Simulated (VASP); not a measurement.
Crystal: Ca2FeO3.

```xyz
6
Lattice="5.2561 0.0000 0.0000 -2.6280 4.5519 0.0000 0.0000 0.0000 4.3123" Properties=species:S:1:pos:R:3 pbc="T T T"
Ca    2.6280    1.5173    0.0000
Ca    0.0000    3.0346    2.1562
Fe    0.0000    0.0000    2.1562
O     1.7689    2.0133    2.1562
O     2.6280    0.5253    2.1562
O     3.4872    2.0133    2.1562
```

The cell was built by a generator and needn't be a form met in nature.

```yaml
Program: VASP 6.6.1
Task: relaxation of cell and atoms
Functional: PBE
Potentials_or_basis: VASP PAW PBE potentials, release 64 (Ca_sv, Fe, O)
Cutoff: 520 eV
k_mesh: 3 × 3 × 3
Occupations: gaussian, width 0.15 eV
Spin: collinear spin, ferromagnetic start
Starting_moments: "[0.0, 0.0, 3.0, 0.0, 0.0, 0.0] μB"
```

At the start: pressure 17.3 GPa; volume 17.20 Å³/atom.

**Question.** Where does the relaxation end?

**Answer.** Over 10 steps the energy falls by 868.7 meV/atom and the volume is 19.04 Å³/atom (+10.7 %); space group P-6m2 (No. 187, to 0.05 Å); moment 3.76 μB per cell.

The path:
```csv
step,energy change (eV),largest force (eV/Å),pressure (GPa),volume (Å³)
1,0.0000,6.4997,17.26,103.17
2,-3.8329,1.9019,-2.55,132.31
3,-3.8851,1.2205,-1.02,127.46
4,-3.8855,1.4520,-1.70,128.97
5,-4.8313,0.3776,-5.76,128.78
6,-4.8725,0.6315,-5.94,128.56
7,-5.1982,0.4531,0.21,114.26
8,-5.1985,0.4513,0.14,114.02
9,-5.2117,0.0681,0.29,114.29
10,-5.2121,0.0132,0.25,114.26
```

Final structure:
```
CELL_PARAMETERS angstrom
6.15464 0.00000 0.00000
-3.07732 5.33008 0.00000
0.00000 0.00000 3.48301
ATOMIC_POSITIONS crystal
Ca 0.66667 0.33333 0.00000
Ca 0.33333 0.66667 0.50000
Fe 0.00000 0.00000 0.50000
O 0.52529 0.47471 0.50000
O 0.52529 0.05058 0.50000
O 0.94942 0.47471 0.50000
```

Caveat: the k mesh is coarse (spacing up to 0.49 Å⁻¹), so the values aren't converged; a cell with one magnetic atom can't hold antiferromagnetic order, which such compounds often take; the relaxation stopped at a loose force limit of 0.08 eV/Å, so its end isn't a converged minimum.
